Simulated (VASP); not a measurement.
# SnTeS4 (P2/m) in VASP: single point with r2SCAN

Aim: the single point of SnTeS4 with r2SCAN.

All numbers are computed with VASP 6.6.1; they aren't measurements. Logs are shortened: lines on timing, memory, paths and dates and some standing lists are left out, and cuts for length are marked.

**1. Starting point**

Symmetry: P2/m, No. 10, monoclinic system. Conventional cell: a = 6.536 Å, b = 3.765 Å, c = 6.711 Å, α = 90.00°, β = 90.08°, γ = 90.00°. Sn (site symmetry 2/m) has 6 S at 2.60 to 2.61 Å as nearest neighbours. Te (site symmetry 2/m) has 6 S at 2.69 to 2.70 Å as nearest neighbours. S (site symmetry m) has 2 Sn at 2.61 Å and 1 Te at 2.70 Å as nearest neighbours. S (site symmetry m) is surrounded by 1 Sn at 2.60 Å and 2 Te at 2.69 Å.

The cell was built by a generator and needn't be a form met in nature.

**2. Single point, r2SCAN**

Contents of INCAR:

```
SYSTEM = SnTeS4
ALGO = Normal
EDIFF = 1E-6
ENCUT = 520
ISIF = 2
ISMEAR = 0
KPAR = 2
LASPH = .TRUE.
LCHARG = .FALSE.
LMIXTAU = .TRUE.
LREAL = .FALSE.
LWAVE = .FALSE.
METAGGA = R2SCAN
NELM = 150
PREC = Accurate
SIGMA = 0.03
```

Contents of KPOINTS:

```
k-points
0
G
  4 6 4
  0 0 0
```

Contents of POSCAR:

```
SnTeS4
1.0
    6.5359240000      0.0000000000      0.0000000000
    0.0000000000      3.7649900000      0.0000000000
   -0.0094860000      0.0000000000      6.7112740000
Sn Te S
1 1 4
Direct
    0.0000000000      0.0000000000      0.0000000000
    0.5000000000      0.5000000000      0.0000000000
    0.8440410000      0.5000000000      0.2223290000
    0.1559590000      0.5000000000      0.7776710000
    0.3226410000      0.0000000000      0.2276210000
    0.6773590000      0.0000000000      0.7723790000
```

Potentials or basis: VASP PAW PBE potentials, release 64 (Sn_d, Te, S).

Run with:

```bash
cat potpaw_PBE.64/Sn_d/POTCAR potpaw_PBE.64/Te/POTCAR potpaw_PBE.64/S/POTCAR > POTCAR
mpirun -np 2 vasp_std > vasp.out
```

OUTCAR:

```text
SYSTEM = SnTeS4
   EDIFF = 1E-6
   ENCUT = 520
   ISIF = 2
   ISMEAR = 0
   LASPH = .TRUE.
   LREAL = .FALSE.
   METAGGA = R2SCAN
   NELM = 150
   PREC = Accurate

 ion  position               nearest neighbor table
   1  0.000  0.000  0.000-   5 2.60   6 2.60   3 2.61   4 2.61   3 2.61   4 2.61
   2  0.500  0.500  0.000-   5 2.69   6 2.69   5 2.69   6 2.69   3 2.70   4 2.70
   3  0.844  0.500  0.222-   1 2.61   1 2.61   2 2.70
   4  0.156  0.500  0.778-   1 2.61   1 2.61   2 2.70
   5  0.323  0.000  0.228-   1 2.60   2 2.69   2 2.69
   6  0.677  0.000  0.772-   1 2.60   2 2.69   2 2.69

  LATTYP: Found a simple monoclinic cell.
 ALAT       =     6.5359240000
 B/A-ratio  =     0.5760455599
 C/A-ratio  =     1.0268296730
 COS(beta)  =    -0.0014134411

  Lattice vectors:

 A1 = (   6.5359240000,   0.0000000000,   0.0000000000)
 A2 = (   0.0000000000,   3.7649900000,   0.0000000000)
 A3 = (  -0.0094860000,   0.0000000000,   6.7112740000)

Analysis of symmetry for initial positions (statically):
=====================================================================
 Subroutine PRICEL returns:
 Original cell was already a primitive cell.

 Routine SETGRP: Setting up the symmetry group for a
 simple monoclinic supercell.

 Subroutine GETGRP returns: Found  4 space group operations
 (whereof  4 operations were pure point group operations)
 out of a pool of  4 trial point group operations.

The static configuration has the point symmetry C_2h.

Analysis of symmetry for dynamics (positions and initial velocities):
=====================================================================
 Subroutine PRICEL returns:
 Original cell was already a primitive cell.

 Routine SETGRP: Setting up the symmetry group for a
 simple monoclinic supercell.

 Subroutine GETGRP returns: Found  4 space group operations
 (whereof  4 operations were pure point group operations)
 out of a pool of  4 trial point group operations.

The dynamic configuration has the point symmetry C_2h.

 Subroutine INISYM returns: Found  4 space group operations
 (whereof  4 operations are pure point group operations),
 and found     1 'primitive' translations

----------------------------------------------------------------------------------------

                                     Primitive cell

  volume of cell :     165.1489

  direct lattice vectors                    reciprocal lattice vectors
[... 91 lines left out ...]
   LSORBIT =      F    spin-orbit coupling
   LASPH  =      T    aspherical Exc in radial PAW
   ENCUT  =  520.0 eV  38.22 Ry    6.18 a.u.  12.15  7.00 12.48*2*pi/ulx,y,z
   NELM   =    150;   NELMIN=  2; NELMDL= -5     # of ELM steps
   EDIFF  = 0.1E-05   stopping-criterion for ELM
   LREAL  =      F    real-space projection
[... 7 lines left out ...]
   TEBEG  =    0.0;   TEEND  =   0.0 temperature during run
   PSTRESS=    0.0 pullay stress
   NELECT =      44.0000    total number of electrons
   NUPDOWN=      -1.0000    fix difference up-down
   EMIN   =  10.00;   EMAX   =-10.00  energy-range for DOS
   EFERMI =   0.00;   METHOD = LEGACY
   ISMEAR =     0;   SIGMA  =   0.03  broadening in eV -4-tet -1-fermi 0-gaus
   EFERMI_NEDOS =   21; number of points for ismear=-14 and -15
   IALGO  =     38    algorithm
   IMIX   =      4    mixing-type and parameters
     AMIX     =   0.40;   BMIX     =  1.00
     AMIX_MAG =   1.60;   BMIX_MAG =  1.00
  volume/ion in A,a.u.               =      27.52       185.75
  Fermi-wavevector in a.u.,A,eV,Ry     =   1.053417  1.990670 15.098223  1.109688
  Thomas-Fermi vector in A             =   2.188538
   LORBIT       =      0    0 simple, 1 ext, 2 COOP (PROOUT), +10 PAW based schemes
   METAGGA = R2SCAN    functional components
   LHFCALC =     F    Hartree Fock is set to
   AEXX    =    0.0000 exact exchange contribution
   IVDW    =     0    specifies the selected vdW correction
   LEPSILON=     F    determine dielectric tensor
   LRPA    =     F    only Hartree local field effects (RPA)
 non-spin polarized calculation
 Gauss-broadening in eV      SIGMA  =   0.03
  energy-cutoff  :      520.00
  volume of cell :      165.15
 maximum number of plane-waves:      4490
 NGX is ok and might be reduce to    50
   NGX = 25   NGY = 15   NGZ = 25

 number of electron      44.0000007 magnetization

 Free energy of the ion-electron system (eV)
  ---------------------------------------------------
  ext. energy  EPLUGINS =         0.00000000
  ---------------------------------------------------
  free energy    TOTEN  =       -83.22107290 eV

  energy without entropy =      -83.22107290  energy(sigma->0) =      -83.22107290

 E-fermi :   3.5116     XC(G=0):  -9.0576

 val. band max:        3.3340532548   @ k =   0.5000   0.1667   0.5000
 cond. band min:       4.3315658586   @ k =   0.5000   0.5000   0.5000
 fundamental gap:      0.9975126038
 Fermi energy:         3.5115966301

 k-point     1 :       0.0000    0.0000    0.0000
  band No.  band energies     occupation
      1     -18.9596      2.00000
      2     -18.9094      2.00000
      3     -18.8688      2.00000
      4     -18.8503      2.00000
      5     -18.8364      2.00000
      6     -12.0161      2.00000
[... 685 lines left out ...]
     25       6.4549      0.00000
     26       6.6033      0.00000

 [... further k-points ...]

------------------------ aborting loop because EDIFF is reached ----------------------------------------

  FORCE on cell =-STRESS in cart. coord.  units (eV):
  Direction    XX          YY          ZZ          XY          YZ          ZX
  --------------------------------------------------------------------------------------
  -------------------------------------------------------------------------------------
  Total       -1.4475671     -1.5450642     -1.5818592      0.0000000      0.0000000     -0.0423100
  in kB      -14.0434395    -14.9892991    -15.3462619      0.0000000      0.0000000     -0.4104669
  external PRESSURE =     -14.7930002 kB  Pullay stress =       0.0000000 kB

 VOLUME and BASIS-vectors are now :
 -----------------------------------------------------------------------------
  energy-cutoff  :      520.00
  volume of cell :      165.15
      direct lattice vectors                 reciprocal lattice vectors
     6.535924000  0.000000000  0.000000000     0.153000555  0.000000000  0.000216257
     0.000000000  3.764990000  0.000000000     0.000000000  0.265604955  0.000000000
    -0.009486000  0.000000000  6.711274000     0.000000000  0.000000000  0.149003006

 POSITION                                       TOTAL-FORCE (eV/Angst)
 -----------------------------------------------------------------------------------
      0.00000      0.00000      0.00000         0.000000      0.000000     -0.000000
      3.26796      1.88250      0.00000         0.000000      0.000000     -0.000000
      5.51448      1.88250      1.49211         0.045865     -0.000000     -0.197462
      1.01196      1.88250      5.21916        -0.045865      0.000000      0.197462
      2.10660      0.00000      1.52763        -0.059312      0.000000     -0.156062
      4.41984      0.00000      5.18365         0.059312      0.000000      0.156062
 -----------------------------------------------------------------------------------
    total drift:                               -0.000000      0.000000      0.000000

  FREE ENERGIE OF THE ION-ELECTRON SYSTEM (eV)
  ---------------------------------------------------
  free  energy   TOTEN  =       -83.2210728973 eV

  energy  without entropy=      -83.2210728973  energy(sigma->0) =      -83.22107290
```

OSZICAR:

```text
N       E                     dE             d eps       ncg     rms          rms(c)
DAV:   1     0.323993698500E+03    0.32399E+03   -0.19460E+04  2080   0.169E+03
DAV:   2    -0.353821897114E+02   -0.35938E+03   -0.35113E+03  2300   0.388E+02
DAV:   3    -0.901802711231E+02   -0.54798E+02   -0.53224E+02  2738   0.147E+02
[... 11 lines left out ...]
DAV:  15    -0.832210028402E+02   -0.18383E-03   -0.14156E-04  2146   0.112E-01    0.386E-02
DAV:  16    -0.832210637826E+02   -0.60942E-04   -0.34264E-05  2188   0.484E-02    0.259E-02
DAV:  17    -0.832210700437E+02   -0.62612E-05   -0.12451E-05  2244   0.315E-02    0.169E-02
DAV:  18    -0.832210726565E+02   -0.26128E-05   -0.34154E-06  1870   0.168E-02    0.334E-03
DAV:  19    -0.832210728973E+02   -0.24080E-06   -0.57310E-07  1106   0.793E-03
   1 F= -.83221073E+02 E0= -.83221073E+02  d E =-.220601E-18
```

It took 3.1 min on 2 MPI ranks of Intel Xeon 6975P-C (Granite Rapids), shared host; peak memory 0.39 GiB.

Results:

| Property | Result |
| --- | --- |
| Free energy | -83.2211 eV |
| Pressure | -1.5 GPa |
| Largest force | 0.203 eV/Å |
| Band gap on the k mesh | 1.00 eV, indirect (least direct gap 1.29 eV) |

Forces in eV/Å, atoms in the order of the input:
```
Sn   0.000  0.000  0.000
Te   0.000  0.000  0.000
S    0.046  0.000 -0.197
S   -0.046  0.000  0.197
S   -0.059  0.000 -0.156
S    0.059  0.000  0.156
```

Levels at points of the mesh, in eV from the valence-band top:
```csv
k point,band 19,band 20,band 21,band 22,band 23,band 24,band 25,band 26
"(0.00, 0.00, 0.00)",-1.40,-1.26,-1.16,-1.03,1.14,1.31,2.19,2.45
"(0.50, 0.00, 0.00)",-1.29,-1.20,-1.07,-0.13,1.16,2.31,2.53,3.32
"(0.00, 0.50, 0.00)",-1.97,-1.58,-1.19,-0.19,1.77,2.77,3.43,3.62
"(0.50, 0.50, 0.00)",-1.66,-1.34,-1.24,-1.06,1.09,1.95,2.84,3.38
"(0.00, 0.00, 0.50)",-1.45,-1.24,-1.17,-0.94,1.29,1.54,2.19,2.39
"(0.50, 0.00, 0.50)",-1.85,-1.25,-1.13,-0.18,1.11,2.55,2.59,3.49
"(0.00, 0.50, 0.50)",-1.58,-1.52,-1.15,-0.06,2.02,2.40,3.32,3.36
"(0.50, 0.50, 0.50)",-1.57,-1.43,-1.30,-1.21,1.00,2.18,2.82,3.34
```

Caveat: the PAW data sets were made with another functional, which shifts forces and pressure a little; spin-orbit coupling is left out, which moves the levels of the heavy elements. A k mesh can miss the band edges.
